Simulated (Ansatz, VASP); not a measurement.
Two plane-wave programs on ScIn4

INCAR

```
PREC = Accurate ; ENCUT = 520
EDIFF = 1E-7 ; ISMEAR = 0
SIGMA = 0.1 ; LREAL = F
LASPH = T ; NELM = 80
ALGO = Fast ; ISIF = 2
LWAVE = F ; LCHARG = F
GGA = PE ; NBANDS = 40
```

KPOINTS

```
regular mesh
0
Gamma
  4 4 4
```

POSCAR

```
ScIn4
1.0
    4.3550065000      0.0000000000      0.0000000000
    2.1501526000      5.2939805000      0.0000000000
    2.1417373000      0.3342294000      5.3501024000
Sc In
1 4
Direct
    0.5000000000      0.0000000000      0.5000000000
    0.7013020000      0.1944980000      0.9022770000
    0.1088080000      0.5959270000      0.6884970000
    0.8911920000      0.4040730000      0.3115030000
    0.2986980000      0.8055020000      0.0977230000
```

Input for Ansatz:

```yaml
crystal:
  lattice:
    - [4.3550065, 0.0, 0.0]
    - [2.1501526, 5.2939805, 0.0]
    - [2.1417373, 0.3342294, 5.3501024]
  atoms:
    - { symbol: Sc, position: [0.5, 0.0, 0.5] }
    - { symbol: In, position: [0.701302, 0.194498, 0.902277] }
    - { symbol: In, position: [0.108808, 0.595927, 0.688497] }
    - { symbol: In, position: [0.891192, 0.404073, 0.311503] }
    - { symbol: In, position: [0.298698, 0.805502, 0.097723] }
basis:
  ecutwfc: 420
kpoints:
  mp_grid: { grid: [4, 4, 4] }
hamiltonian:
  xc: pbe
scf:
  occupations: { method: gaussian, width: 0.1 }
  lower_state_search: "off"
output:
  forces: true
  stress: true
  eigenvalues: true
```

Alike in both runs: task single point; functional PBE; k mesh 4 × 4 × 4; occupations gaussian, width 0.1 eV; no spin polarisation.

```csv
,VASP,Ansatz
version,VASP 6.6.1,Ansatz 0.2.0
potentials or method,"VASP PAW PBE potentials, release 64 (Sc_sv, In_d)","scalar-relativistic, plane waves, PAW"
plane-wave cutoff (eV),520,420
valence electrons in the cell,63,63
```

```csv
,VASP,Ansatz,Ansatz less VASP
gap on the k mesh at the Fermi level (eV),none,none,-
pressure (GPa),0.2,0.2,+0.01
largest component of the traceless stress (GPa),0.25,0.24,-0.005
rms of the force components (eV/Å),0.065,0.065,-0.0005
```

Atom by atom the forces differ by 0.001 eV/Å (rms over components). A gap of «none» marks a metal or a gap that the smearing closes.

Caveats: the k mesh is coarse (spacing up to 0.41 Å⁻¹), so the values aren't converged.
